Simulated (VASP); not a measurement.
Given:

```
CELL_PARAMETERS angstrom
      0.00000     3.09613     3.24035
      3.13111     0.00000     3.24035
      3.13111     3.09613     0.00000
ATOMIC_POSITIONS crystal
  Mg 0.25000 0.25000 0.25000
  Mg 0.75000 0.75000 0.75000
  Si 0.98797 0.01203 0.01203
```

Level of theory: PBE GGA, VASP's PBE PAW potentials (set 64) (plane waves; VASP 6.6.1). Settings: PREC = Normal, 400 eV cut-off, 6×6×6 Γ-centred mesh, Gaussian smearing of 0.050 eV, potentials Mg Si.

Q: Predict the energy per atom (σ→0), pressure.

A: 
| Quantity | Value |
|---|---|
| energy per atom (σ→0) | -2.951 eV/atom |
| pressure | 1.44 GPa |

The absolute energy has meaning only against runs of the same code, potentials and settings.

The compound is Mg2Si in the antifluorite structure. The cell was not relaxed at this level, atoms are displaced from their ideal sites. The run is one of a series of settings (PREC = Normal against the base run), some of them coarse on purpose.
